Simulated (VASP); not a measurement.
Computed with vdW-DF2, VASP's PBE PAW potentials (set 64) (plane waves; VASP).

The input files of a VASP run:

### INCAR
```
SYSTEM = Cs
PREC = Accurate; ENCUT = 520; LREAL = .False.
LASPH = .True.
EDIFF = 1E-6; NELM = 100; ALGO = Normal
LMAXMIX = 4
ISMEAR = 1; SIGMA = 0.1
GGA = ML; LUSE_VDW = .True.; AGGAC = 0.0
ZAB_VDW = -1.8867
IBRION = 2; NSW = 60; ISIF = 3
EDIFFG = -0.01
LWAVE = .False.; LCHARG = .False.
```

File KPOINTS:
```
Regular mesh
0
gamma
 8 8 8
0 0 0
```

POSCAR:
```
Cs
1.0
 -3.0500000000   3.0500000000   3.0500000000
  3.0500000000  -3.0500000000   3.0500000000
  3.0500000000   3.0500000000  -3.0500000000
Cs
1
Cart
  0.0000000000   0.0000000000   0.0000000000
```

POTCAR, in this order: Cs_sv (PBE.64 set). Program: vasp_std.

The run wrote:

File OSZICAR:
```
       N       E                     dE             d eps       ncg     rms          rms(c)
DAV:   1     0.570146946223E+02    0.57015E+02   -0.29422E+03   464   0.774E+02
DAV:   2     0.677032691929E+01   -0.50244E+02   -0.48962E+02   632   0.122E+02
DAV:   3     0.188560065827E+01   -0.48847E+01   -0.48847E+01   464   0.470E+01
DAV:   4     0.181269657505E+01   -0.72904E-01   -0.72903E-01   856   0.694E+00
DAV:   5     0.181267974272E+01   -0.16832E-04   -0.16832E-04   584   0.999E-02    0.338E-01
DAV:   6     0.181769272730E+01    0.50130E-02   -0.68912E-03   744   0.539E-01    0.191E-01
DAV:   7     0.181956420095E+01    0.18715E-02   -0.69947E-03   568   0.562E-01    0.565E-02
DAV:   8     0.181959633580E+01    0.32135E-04   -0.26426E-04   752   0.137E-01    0.886E-03
DAV:   9     0.181958268364E+01   -0.13652E-04   -0.23844E-05   648   0.302E-02    0.399E-03
DAV:  10     0.181957461485E+01   -0.80688E-05   -0.24792E-05   592   0.299E-02    0.141E-03
DAV:  11     0.181957161331E+01   -0.30015E-05   -0.17679E-05   552   0.260E-02    0.242E-04
DAV:  12     0.181957138490E+01   -0.22842E-06   -0.93341E-07   696   0.605E-03
   1 F= 0.18195714E+01 E0= 0.18205989E+01  d E =0.181957E+01
       N       E                     dE             d eps       ncg     rms          rms(c)
DAV:   1     0.181068579285E+01   -0.88858E-02   -0.17181E-01   464   0.269E+00    0.361E-01
DAV:   2     0.181698232103E+01    0.62965E-02   -0.97506E-03   472   0.619E-01    0.160E-01
DAV:   3     0.181871699931E+01    0.17347E-02   -0.69124E-03   488   0.495E-01    0.330E-02
DAV:   4     0.181872783207E+01    0.10833E-04   -0.33135E-05   608   0.561E-02    0.157E-02
DAV:   5     0.181872270092E+01   -0.51312E-05   -0.70066E-06   672   0.219E-02    0.326E-03
DAV:   6     0.181872471532E+01    0.20144E-05   -0.68093E-07   560   0.803E-03    0.489E-04
DAV:   7     0.181872490029E+01    0.18496E-06   -0.32807E-07   352   0.473E-03
   2 F= 0.18187249E+01 E0= 0.18197489E+01  d E =-.846485E-03
       N       E                     dE             d eps       ncg     rms          rms(c)
DAV:   1     0.174339870909E+01   -0.75326E-01   -0.15841E+00   464   0.823E+00    0.110E+00
DAV:   2     0.180134436038E+01    0.57946E-01   -0.90495E-02   472   0.188E+00    0.485E-01
DAV:   3     0.181714303715E+01    0.15799E-01   -0.62773E-02   488   0.149E+00    0.101E-01
DAV:   4     0.181732368542E+01    0.18065E-03   -0.30509E-04   544   0.173E-01    0.482E-02
DAV:   5     0.181732269894E+01   -0.98649E-06   -0.59240E-05   664   0.660E-02    0.986E-03
DAV:   6     0.181732861460E+01    0.59157E-05   -0.55266E-06   528   0.230E-02    0.149E-03
DAV:   7     0.181732837643E+01   -0.23817E-06   -0.33820E-06   496   0.153E-02
   3 F= 0.18173284E+01 E0= 0.18183345E+01  d E =-.224301E-02
       N       E                     dE             d eps       ncg     rms          rms(c)
DAV:   1     0.180958194624E+01   -0.77467E-02   -0.16409E-01   464   0.263E+00    0.353E-01
DAV:   2     0.181560395072E+01    0.60220E-02   -0.93497E-03   472   0.607E-01    0.156E-01
DAV:   3     0.181725600980E+01    0.16521E-02   -0.65858E-03   488   0.485E-01    0.322E-02
DAV:   4     0.181726571920E+01    0.97094E-05   -0.30158E-05   560   0.543E-02    0.155E-02
DAV:   5     0.181726055699E+01   -0.51622E-05   -0.66354E-06   664   0.219E-02    0.317E-03
DAV:   6     0.181726236307E+01    0.18061E-05   -0.61856E-07   528   0.767E-03    0.481E-04
DAV:   7     0.181726256211E+01    0.19904E-06   -0.32292E-07   296   0.481E-03
   4 F= 0.18172626E+01 E0= 0.18182605E+01  d E =-.230882E-02
```

**OUTCAR**
```
------------------------ aborting loop because EDIFF is reached ----------------------------------------
  FORCE on cell =-STRESS in cart. coord.  units (eV):
  Direction    XX          YY          ZZ          XY          YZ          ZX
  --------------------------------------------------------------------------------------
  Total        0.0021957      0.0021957      0.0021957      0.0000000      0.0000000      0.0000000
  in kB        0.0328588      0.0328588      0.0328588      0.0000000      0.0000000      0.0000000
  external PRESSURE =       0.0328588 kB  Pullay stress =       0.0000000 kB
  volume of cell :      107.06
      direct lattice vectors                 reciprocal lattice vectors
    -2.991281388  2.991281388  2.991281388     0.000000000  0.167152446  0.167152446
     2.991281388 -2.991281388  2.991281388     0.167152446  0.000000000  0.167152446
     2.991281388  2.991281388 -2.991281388     0.167152446  0.167152446  0.000000000
 POSITION                                       TOTAL-FORCE (eV/Angst)
 -----------------------------------------------------------------------------------
      2.99128     -2.99128      2.99128         0.000000     -0.000000     -0.000000
 -----------------------------------------------------------------------------------
    total drift:                                0.000000     -0.000000      0.000000
  FREE ENERGIE OF THE ION-ELECTRON SYSTEM (eV)
  ---------------------------------------------------
  free  energy   TOTEN  =         1.8172625621 eV

  energy  without entropy=        1.8202563309  energy(sigma->0) =        1.81826049

 reached required accuracy - stopping structural energy minimisation
```
(Selected blocks of OUTCAR.)

File CONTCAR:
```
Cs
   1.00000000000000
    -2.9912813881051981    2.9912813881051981    2.9912813881051981
     2.9912813881051981   -2.9912813881051981    2.9912813881051981
     2.9912813881051981    2.9912813881051981   -2.9912813881051981
  Cs
     1
Direct
     0.0000000000000000    1.0000000000000000    0.0000000000000000
```

Energy and stress use the plane-wave basis of the starting cell.

The compound is Cs in the bcc structure. This run relaxes it. Symmetry was kept, so distortions that lower it aren't found.
